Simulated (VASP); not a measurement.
VASP ran on this input.

KPOINTS:
```
Automatic mesh
0
Gamma
10 10 10
0 0 0
```

INCAR:
```
! general
SYSTEM  = Ni3Si
PREC    = Accurate
ENCUT   = 520
LREAL   = F   ! projection in real space or not
LASPH   = T

! electronic loop
EDIFF   = 1E-7   ! SCF stop (eV)
NELM    = 100   ! most electronic steps
ALGO    = Normal   ! blocked Davidson
LMAXMIX = 4   ! l cut-off of mixed one-centre charges

! smearing
ISMEAR  = -5   ! tetrahedra, Bloechl

! functional
GGA     = RP   ! RPBE

! ions
ISIF    = 2

! output
LWAVE   = F
LCHARG  = T
LORBIT  = 11
NEDOS   = 601   ! DOS grid

! other
LEFG    = T
```

### POSCAR
```
Ni3Si
7.0671650
  0.5000000168   0.0000000000   0.0000000000
  0.0000000000   0.5000000168   0.0000000000
  0.0000000000   0.0000000000   0.5000000168
Si Ni
1 3
Cartesian
  0.0000000000   0.0000000000   0.0000000000
  0.0000000000   0.2500000084   0.2500000084
  0.2500000084   0.0000000000   0.2500000084
  0.2500000084   0.2500000084   0.0000000000
```

POTCAR, in this order: Si Ni (PBE.64 set). Program: vasp_std.

Problem. Translate this RPBE calculation to Quantum ESPRESSO's pw.x.

Solution. One equivalent input (not run):
```
&CONTROL
  calculation = 'scf'
  pseudo_dir = './pseudo'
  outdir = './out'
  tprnfor = .true.
  tstress = .true.
/
&SYSTEM
  ibrav = 0
  nat = 4
  ntyp = 2
  ecutwfc = 98
  occupations = 'tetrahedra'
  input_dft = 'rpbe'
/
&ELECTRONS
  conv_thr = 7.3e-09
  electron_maxstep = 100
/
ATOMIC_SPECIES
  Si 28.085 Si.upf
  Ni 58.693 Ni.upf
CELL_PARAMETERS angstrom
     3.5335826    0.0000000    0.0000000
     0.0000000    3.5335826    0.0000000
     0.0000000    0.0000000    3.5335826
ATOMIC_POSITIONS crystal
  Si   0.0000000  0.0000000  0.0000000
  Ni   0.0000000  0.5000000  0.5000000
  Ni   0.5000000  0.0000000  0.5000000
  Ni   0.5000000  0.5000000  0.0000000
K_POINTS automatic
  10 10 10 0 0 0
```
What does not carry over: the potentials are each code's own (VASP's PAW set, PseudoDojo norm-conserving files in pw.x), so ENCUT and ecutwfc are chosen apart and not converted; conv_thr bounds pw.x's estimated SCF error, while EDIFF bounds the energy change between steps; the field gradients of LEFG aren't asked of the other code.

The compound is Ni3Si in the L1_2 structure. It was relaxed first.
